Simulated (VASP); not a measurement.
Here is the system:

```
CELL_PARAMETERS angstrom
      3.14756     0.00000     0.00000
     -1.57378     2.72586     0.00000
      0.00000     0.00000    25.96227
ATOMIC_POSITIONS crystal
  W  0.66667 0.33333 0.37833
  W  0.33333 0.66667 0.62167
  S  0.33333 0.66667 0.44062
  S  0.33333 0.66667 0.31603
  S  0.66667 0.33333 0.68397
  S  0.66667 0.33333 0.55938
```

Method: PBEsol GGA, VASP's PBE PAW potentials (set 64) (plane waves; VASP). Numerical set-up: PREC = Normal, EDIFF = 1E-5, 400 eV cut-off, 12×12×1 Γ-centred mesh, Gaussian smearing of 0.050 eV, potentials W_sv S.

Q: The ions and cell shape at fixed volume are relaxed. What does this cell relax into?

A: 
```
CELL_PARAMETERS angstrom
      3.14608     0.00000     0.00000
     -1.57304     2.72459     0.00000
      0.00000     0.00000    25.98665
ATOMIC_POSITIONS crystal
  W  0.66667 0.33333 0.37826
  W  0.33333 0.66667 0.62174
  S  0.33333 0.66667 0.43861
  S  0.33333 0.66667 0.31795
  S  0.66667 0.33333 0.68205
  S  0.66667 0.33333 0.56139
```

Q: How much energy does the relaxation gain?

A: The energy (σ→0) changes by -16.1 meV/atom, in 8 ionic steps.

```json
[
 {"step": "1", "E(σ→0) (eV)": "-50.4260", "max force (eV/Å)": "0.957", "pressure (GPa)": "-2.52", "volume (Å³)": "222.75"},
 {"step": "2", "E(σ→0) (eV)": "-50.4880", "max force (eV/Å)": "0.368", "pressure (GPa)": "-0.11", "volume (Å³)": "222.75"},
 {"step": "3", "E(σ→0) (eV)": "-50.5103", "max force (eV/Å)": "0.143", "pressure (GPa)": "-0.96", "volume (Å³)": "222.75"},
 {"step": "4", "E(σ→0) (eV)": "-50.5172", "max force (eV/Å)": "0.080", "pressure (GPa)": "-0.65", "volume (Å³)": "222.75"},
 {"step": "5", "E(σ→0) (eV)": "-50.5222", "max force (eV/Å)": "0.093", "pressure (GPa)": "-0.03", "volume (Å³)": "222.75"},
 {"step": "6", "E(σ→0) (eV)": "-50.5223", "max force (eV/Å)": "0.102", "pressure (GPa)": "0.05", "volume (Å³)": "222.75"},
 {"step": "7", "E(σ→0) (eV)": "-50.5211", "max force (eV/Å)": "0.204", "pressure (GPa)": "0.04", "volume (Å³)": "222.75"},
 {"step": "8", "E(σ→0) (eV)": "-50.5227", "max force (eV/Å)": "0.012", "pressure (GPa)": "0.01", "volume (Å³)": "222.75"}
]
```

The cell is a sheet with vacuum, built from WS2 (2H layered).
